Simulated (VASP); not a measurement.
Method: PBE GGA, VASP's PBE PAW potentials (set 64) (plane waves; VASP).

VASP ran on this input.

### KPOINTS
```
k-points along high-symmetry lines
9
Line-mode
Reciprocal
  0.000000   0.000000   0.000000 ! GAMMA
  0.500000  -0.500000   0.000000 ! Z

  0.500000  -0.500000   0.000000 ! Z
  1.000000  -0.500000   0.000000 ! D

  1.000000  -0.500000   0.000000 ! D
  0.500000   0.000000   0.000000 ! B

  0.500000   0.000000   0.000000 ! B
  0.000000   0.000000   0.000000 ! GAMMA

  0.000000   0.000000   0.000000 ! GAMMA
  0.500000   0.000000  -0.500000 ! A

  0.500000   0.000000  -0.500000 ! A
  1.000000  -0.500000  -0.500000 ! E

  1.000000  -0.500000  -0.500000 ! E
  0.500000  -0.500000   0.000000 ! Z

  0.500000  -0.500000   0.000000 ! Z
  0.500000  -0.500000  -0.500000 ! C_2

  0.500000  -0.500000  -0.500000 ! C_2
  0.000000   0.000000  -0.500000 ! Y_2

  0.000000   0.000000  -0.500000 ! Y_2
  0.000000   0.000000   0.000000 ! GAMMA
```

**INCAR**
```
LCHARG = F
PREC = Accurate
ENCUT = 400
SIGMA = 0.05
ICHARG = 11   ! fixed density
EDIFF = 1E-6
LREAL = F
LASPH = T   ! aspherical one-centre terms
ALGO = Normal   ! blocked Davidson
NELM = 100   ! most electronic steps
LMAXMIX = 4   ! l cut-off of mixed one-centre charges
SYSTEM = Cd3ZnS4
ISMEAR = 0
GGA = PE
LWAVE = F
```

**POSCAR**
```
Cd3ZnS4
1
    4.1265204228    -7.1086397561    -0.0043015718
    2.0465008855     3.5446436643     0.0000000002
   -0.0035058749     0.0020241181     6.6994454824
Zn Cd S
1 3 4
Direct
  0.3330613114   0.3330603114   0.5007682980
  0.1727288212   0.6727288212   0.0040593559
  0.8358039347   0.3358029347   0.4976256341
  0.6600128439   0.6600138439   0.0013777062
  0.3312530546   0.3312520546   0.8532473912
  0.1843939277   0.6843939277   0.3881047671
  0.8357584432   0.3357574432   0.8799693069
  0.6469896633   0.6469906633   0.3828475406
```

POTCAR, in this order: Zn Cd S (PBE.64 set). Program: vasp_std. Read from the step before: CHGCAR.

The run wrote:

File OSZICAR:
```
       N       E                     dE             d eps       ncg     rms          rms(c)
DAV:   1     0.504088747381E+03    0.50409E+03   -0.30019E+04  7740   0.136E+03
DAV:   2     0.185831319260E+02   -0.48551E+03   -0.47310E+03  8369   0.365E+02
DAV:   3    -0.237606877836E+02   -0.42344E+02   -0.41931E+02  8890   0.110E+02
DAV:   4    -0.248065256041E+02   -0.10458E+01   -0.10427E+01  8911   0.169E+01
DAV:   5    -0.248249094871E+02   -0.18384E-01   -0.18371E-01  9057   0.220E+00
DAV:   6    -0.248254118786E+02   -0.50239E-03   -0.50232E-03  8885   0.371E-01
DAV:   7    -0.248254308073E+02   -0.18929E-04   -0.18927E-04  9127   0.653E-02
DAV:   8    -0.248254315639E+02   -0.75661E-06   -0.75652E-06  8090   0.128E-02
   1 F= -.24825432E+02 E0= -.24825432E+02  d E =-.780923E-11
```

### OUTCAR
```
 val. band max:        1.2026696017   @ k =   0.0000   0.0000   0.0000

 cond. band min:       2.4173164808   @ k =   0.0000   0.0000   0.0000



 k-point     1 :       0.0000    0.0000    0.0000
  band No.  band energies     occupation
      1     -11.1603      2.00000
      2     -10.6453      2.00000
      3     -10.6179      2.00000
      4     -10.4745      2.00000
      5      -6.3919      2.00000
      6      -6.3905      2.00000
      7      -6.3853      2.00000
      8      -6.3250      2.00000
      9      -6.2599      2.00000
     10      -6.2264      2.00000
     11      -6.1887      2.00000
     12      -6.0938      2.00000
     13      -6.0456      2.00000
     14      -5.9947      2.00000
     15      -5.9946      2.00000
     16      -5.9523      2.00000
     17      -5.9207      2.00000
     18      -5.9111      2.00000
     19      -5.6454      2.00000
     20      -4.7761      2.00000
     21      -4.6330      2.00000
     22      -4.6199      2.00000
     23      -4.5526      2.00000
     24      -4.5350      2.00000
     25      -3.2707      2.00000
     26      -2.9497      2.00000
     27      -2.3174      2.00000
     28      -1.4523      2.00000
     29      -0.7032      2.00000
     30      -0.1515      2.00000
     31       0.3552      2.00000
     32       0.3971      2.00000
     33       0.5683      2.00000
     34       1.0865      2.00000
     35       1.1679      2.00000
     36       1.2027      2.00000
     37       2.4173      0.00000
     38       3.9614      0.00000
     39       4.8219      0.00000
     40       5.1005      0.00000
     41       6.2914      0.00000
     42       7.4846      0.00000
     43       7.6249      0.00000

 k-point     2 :       0.0625   -0.0625    0.0000
  band No.  band energies     occupation
      1     -11.1481      2.00000
      2     -10.6393      2.00000
      3     -10.6130      2.00000
      4     -10.4748      2.00000
      5      -6.3898      2.00000
      6      -6.3840      2.00000
...
```

The density is held fixed in this step, so its total energy and stress have no physical meaning.

The structure was generated: Cd3ZnS4 was put into an ordered model structure (Pm), which need not be its known phase. It was relaxed first.
